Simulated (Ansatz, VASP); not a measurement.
## TiTe3Se in VASP and in Ansatz

```xyz
5
Lattice="3.2934 1.9014 3.8902 -3.2934 1.9014 3.8902 0.0000 -3.8029 3.8902" Properties=species:S:1:pos:R:3 pbc="T T T"
Ti    0.0000    0.0000    0.0000
Te    0.0000   -1.9014    1.9451
Te    1.6467    0.9507    1.9451
Te   -1.6467    0.9507    1.9451
Se    0.0000    0.0000    5.8353
```

Alike in both runs: functional PBE; k mesh 3 × 3 × 3; occupations gaussian, width 0.1 eV; collinear spin.

Ansatz relaxed the structure, and its values are those at the end. VASP's run is a single point on that final structure, the one shown.

```csv
,VASP,Ansatz
version,VASP 6.6.1,Ansatz 0.2.0
potentials or method,"VASP PAW PBE potentials, release 64 (Ti_sv, Te, Se)","scalar-relativistic, plane waves, PAW"
plane-wave cutoff (eV),520,420
valence electrons in the cell,36,76
```

|  | VASP | Ansatz | Ansatz less VASP |
| --- | --- | --- | --- |
| gap on the k mesh at the Fermi level (eV) | none | none | - |
| pressure (GPa) | 0.0 | 0.1 | +0.10 |
| net moment per atom (μB) | 0.00 | 0.11 | +0.111 |
| size of the moment on the site where the two differ most (μB) | 0.00 | 0.40 | +0.396 |

The net moments differ so much that the two runs ended in different magnetic states, which moves the other rows too. Site moments also hang on the region over which each program counts them. A gap of «none» marks a metal or a gap that the smearing closes. The two sets of potentials don't hold the same shells in valence.

Caveats: the k mesh is coarse (spacing up to 0.41 Å⁻¹), so the values aren't converged. The runs have no spin-orbit coupling, so splittings on Te are missing.
